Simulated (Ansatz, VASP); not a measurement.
# NbSi: VASP beside Ansatz, part 2 of 2

Aim: how closely do two programs agree when they are given the same cell, functional and k mesh? The cell is invented: As first built, before any earlier steps moved the atoms (in the runner's words): it takes the TaC structure with all of its atoms replaced by other elements, volume scaled by an estimate. It may not be a known or stable phase. The cell is taken from a series of VASP runs on this material, whose earlier steps may have relaxed, scaled or displaced it; both programs get it as it stands. Other levels of theory on this material are compared in a session of their own.

VASP 6.6.1 and Ansatz 0.2.0.

So far. Step 2 (VASP: band structure, PBEsol): At this level the cell is under a tension of 4.0 GPa, so at these settings it is away from equilibrium.

### Step 5. Ansatz: band structure, r2SCAN

Level of this step: Ansatz beside VASP: Kohn-Sham DFT, plane waves, r2SCAN (Ansatz).

A single point gives forces, pressure and levels at one fixed geometry, so differences don't come from the geometry; what else differs is listed under the comparison.

The cell is taken from a series of VASP runs on this material, whose earlier steps may have relaxed, scaled or displaced it; both programs get it as it stands.

input.yaml

```yaml
crystal:
  lattice:
    - [0.0, 2.5712175395, 2.5712175395]
    - [2.5712175395, 0.0, 2.5712175395]
    - [2.5712175395, 2.5712175395, 0.0]
  atoms:
    - { symbol: Nb, position: [0.0, 0.0, 0.0] }
    - { symbol: Si, position: [0.5, 0.5, 0.5] }
hamiltonian:
  xc: r2scan
  pseudopotentials: { kind: paw }
kpoints:
  mp_grid: { grid: [5, 5, 5] }
  band_path:
    path:
      - [0.0, 0.0, 0.0]
      - [0.16667, 0.0, 0.16667]
      - [0.33333, 0.0, 0.33333]
      - [0.5, 0.0, 0.5]
      - [0.5, 0.08333, 0.58333]
      - [0.5, 0.18333, 0.68333]
      - [0.5, 0.25, 0.75]
      - [0.45, 0.3, 0.75]
      - [0.40833, 0.34167, 0.75]
      - [0.35, 0.35, 0.7]
      - [0.225, 0.225, 0.45]
      - [0.075, 0.075, 0.15]
      - [0.03333, 0.03333, 0.03333]
      - [0.23333, 0.23333, 0.23333]
      - [0.4, 0.4, 0.4]
      - [0.51667, 0.46667, 0.51667]
      - [0.55833, 0.38333, 0.55833]
      - [0.60833, 0.28333, 0.60833]
      - [0.60833, 0.25, 0.64167]
      - [0.55833, 0.25, 0.69167]
      - [0.51667, 0.25, 0.73333]
      - [0.5, 0.3, 0.7]
      - [0.5, 0.38333, 0.61667]
      - [0.5, 0.48333, 0.51667]
      - [0.475, 0.475, 0.55]
      - [0.425, 0.425, 0.65]
      - [0.38333, 0.38333, 0.73333]
      - [0.59167, 0.18333, 0.59167]
      - [0.55, 0.1, 0.55]
      - [0.5, 0.0, 0.5]
    npoints: 1
scf:
  occupations: { method: gaussian, width: 0.02 }
  n_extra_bands: 7
output:
  forces: true
  stress: true
  eigenvalues: true
  write_density: true
  write_potential: true
  elf: true
  volumetric_format: npy
```

On the command line:

```
$ ansatz run input.yaml --threads 2 --pin off --max-ram 4608MiB --backend cpu --events-out ev --progress --plain --runs-dir out
```

Numbers of over 12 decimals in the logs are rounded to 6 here.

What it wrote:

```text
[...]
Crystal: 2 atoms, lattice volume = 33.997 Å³
Basis set: ecut = 500 eV, 869 PW (Γ), exchange–correlation on 108×108×108 points (64 copies of the dense FFT grid, shifted against one another)
Bands: 16, of which v1, the nominal top of the filled ones, is band 9 counted from 1 (8 counted from 0)
Symmetry: 48 space group operations
[...]
k-points: 10 of 125
[...]
k-point 0: bands = [... 5 lower, 12.8079, 12.8079, 12.8079, 13.2012, 13.2012, 16.5454, 16.5454, 16.5454, ... 3 higher]
  k-point 1: bands = [... 5 lower, 11.4225, 11.8638, 11.8638, 13.5574, 13.5574, 16.1325, 18.7214, 18.7214, ... 3 higher]
  k-point 2: bands = [... 5 lower, 8.7256, 10.7401, 10.7401, 15.1045, 15.1045, 16.4759, 19.6241, 21.4611, ... 3 higher]
  k-point 9: bands = [... 5 lower, 9.6034, 10.4562, 11.1776, 14.8903, 15.7539, 16.3799, 16.8589, 18.9069, ... 3 higher]
[key lines of the parts left out:]
SCF converged after 6 iterations
Free energy (F): -5203.152485 eV
Fermi energy:    13.834420 eV
P = ⅓ Tr σ = -0.0572 GPa (-0.572 kbar)
```

It took 2.6 s on 2 threads of Arm Neoverse N1, shared host; peak memory 0.35 GiB; 4.3 s of CPU time.

### Step 6. VASP: band structure, r2SCAN

The same cell, functional, mesh and smearing now go to VASP, with its own data sets and cutoff.

INCAR

```
SYSTEM = NbSi
PREC = Accurate
ENCUT = 400
EDIFF = 1E-06
NELM = 100
ISMEAR = 0
SIGMA = 0.02
LREAL = .FALSE.
ALGO = Normal
METAGGA = R2SCAN
LASPH = .TRUE.
LORBIT = 11
LWAVE = .FALSE.
LCHARG = .FALSE.
KPAR = 4
```

POSCAR

```
NbSi
1.0
    0.0000000000      2.5712175395      2.5712175395
    2.5712175395      0.0000000000      2.5712175395
    2.5712175395      2.5712175395      0.0000000000
Nb Si
1 1
Direct
    0.0000000000      0.0000000000      0.0000000000
    0.5000000000      0.5000000000      0.5000000000
```

KPOINTS

```
Automatic mesh
0
Gamma
5 5 5
0 0 0
```

KPOINTS_OPT

```
Line mode
16
Line-mode
Reciprocal
  0.00000000   0.00000000   0.00000000 GAMMA
  0.50000000   0.00000000   0.50000000 X

  0.50000000   0.00000000   0.50000000 X
  0.50000000   0.25000000   0.75000000 W

  0.50000000   0.25000000   0.75000000 W
  0.37500000   0.37500000   0.75000000 K

  0.37500000   0.37500000   0.75000000 K
  0.00000000   0.00000000   0.00000000 GAMMA

  0.00000000   0.00000000   0.00000000 GAMMA
  0.50000000   0.50000000   0.50000000 L

  0.50000000   0.50000000   0.50000000 L
  0.62500000   0.25000000   0.62500000 U

  0.62500000   0.25000000   0.62500000 U
  0.50000000   0.25000000   0.75000000 W

  0.50000000   0.25000000   0.75000000 W
  0.50000000   0.50000000   0.50000000 L

  0.50000000   0.50000000   0.50000000 L
  0.37500000   0.37500000   0.75000000 K

  0.62500000   0.25000000   0.62500000 U
  0.50000000   0.00000000   0.50000000 X
```

The projector-augmented-wave data sets are Nb_sv and Si (PBE family, release 64).

On the command line:

```
$ mpirun -np 4 vasp_std
```

What it wrote:

```text
[banner, memory and clock lines left out]
running    4 mpi-ranks, on    1 nodes
[...]
[... a notice as in an earlier step ...]

 LDA part: xc-table for (None), standard interpolation
 POSCAR, INCAR and KPOINTS ok, starting setup
[...]
entering main loop
       N       E                     dE             d eps       ncg     rms          rms(c)
DAV:   1     0.802953146913E+02    0.80295E+02   -0.81225E+03   240   0.114E+03
DAV:   2    -0.351862486323E+02   -0.11548E+03   -0.11165E+03   288   0.392E+02
DAV:   3    -0.411140325145E+02   -0.59278E+01   -0.57392E+01   400   0.672E+01
DAV:   4    -0.415097500496E+02   -0.39572E+00   -0.39228E+00   320   0.156E+01
[...]
DAV:  10    -0.340763037928E+02   -0.21084E-03   -0.63912E-04   284   0.317E-01    0.109E-01
DAV:  11    -0.340762567182E+02    0.47075E-04   -0.99037E-05   280   0.136E-01    0.170E-02
DAV:  12    -0.340762562710E+02    0.44720E-06   -0.62634E-06   384   0.256E-02
   1 F= -.34076256E+02 E0= -.34075867E+02  d E =-.778892E-03
 Start KPOINTS_OPT (optional k-point list driver)
k-point batch [1-10\160]
       N       E                     dE             ncg
DAV:   1    -0.400170998107E+03   -0.20161E+04      240
DAV:   2    -0.165791246224E+04   -0.12577E+04      300
DAV:   3    -0.171491562496E+04   -0.57003E+02      388
DAV:   4    -0.171742077507E+04   -0.25052E+01      352
[...]
DAV:   8    -0.171750353436E+04   -0.14040E-04      236
DAV:   9    -0.171750353598E+04   -0.16193E-05      228
DAV:  10    -0.171750353618E+04   -0.19276E-06      204
[...]
k-point batch [151-160\160]
       N       E                     dE             ncg
DAV:   1    -0.575142556701E+03   -0.62933E+04      248
DAV:   2    -0.168429642018E+04   -0.11092E+04      308
DAV:   3    -0.172565245329E+04   -0.41356E+02      352
DAV:   4    -0.172823121170E+04   -0.25788E+01      380
DAV:   5    -0.172831283057E+04   -0.81619E-01      352
DAV:   6    -0.172831589058E+04   -0.30600E-02      388
DAV:   7    -0.172831595713E+04   -0.66548E-04      360
DAV:   8    -0.172831596134E+04   -0.42101E-05      320
DAV:   9    -0.172831596155E+04   -0.20764E-06      204
```

Parts of OUTCAR (step 6):

```text
  Total       -0.0887693     -0.0887693     -0.0887693      0.0000000      0.0000000      0.0000000
  in kB       -4.1833755     -4.1833755     -4.1833755      0.0000000      0.0000000      0.0000000
  external PRESSURE =      -4.1833755 kB  Pullay stress =       0.0000000 kB

 POSITION                                       TOTAL-FORCE (eV/Angst)
 -----------------------------------------------------------------------------------
      0.00000      0.00000      0.00000        -0.000000      0.000000      0.000000
      2.57122      2.57122      2.57122         0.000000     -0.000000     -0.000000
 -----------------------------------------------------------------------------------
    total drift:                                0.000000     -0.000000     -0.000000

  FREE ENERGIE OF THE ION-ELECTRON SYSTEM (eV)
  ---------------------------------------------------
  free  energy   TOTEN  =       -34.0762562710 eV

  energy  without entropy=      -34.0754773787  energy(sigma->0) =      -34.07586682

[... 2 parts as in an earlier step ...]

[... 1 further part left out ...]
[key lines of the parts left out:]
E-fermi :  10.1196
```

The run ends at a pressure of -0.42 GPa.

### Step 7. Comparison

What differs besides the data sets and the points named for the pairs above, as far as they apply: VASP keeps PBE cores, Ansatz makes them for the functional; the cutoff is 500 eV in Ansatz and 400 eV in VASP. Total energies have different zeros and are not compared.

Compared:

```tsv
quantity	Ansatz	VASP	difference
pressure (GPa)	-0.06	-0.42	+0.36
```

Levels from 3 eV below to 2 eV above the Fermi level differ by 3 meV r.m.s. and 6 meV at most; each VASP level is matched to the nearest of Ansatz, which flatters the figure a little.

### Step 8. Results

```
r.m.s. difference of levels near the Fermi level (band structure, PBEsol) : 1.3 meV
r.m.s. difference of levels near the Fermi level (band structure, r2SCAN) : 2.8 meV
```

The r.m.s. difference of levels near the Fermi level is 2.8 meV (band structure, r2SCAN), within the 80 meV picked in this series as the mark of a large difference. 3 further runs of this series are not shown here. How closely two codes agree says nothing of how well the functional describes the real material.

[Lines on the potential files, build, host, timing and source positions are cut from VASP's logs without a mark.]

[Logs are printed without paths, hosts, clocks, repeated set-up lines and the standing remarks that a program may print on its own settings, such as how far it seeks lower states.]

[Hosts, paths, dates, database ids (printed as entryN), source tags and the programs' standing remarks are cut or masked in the printed files.]
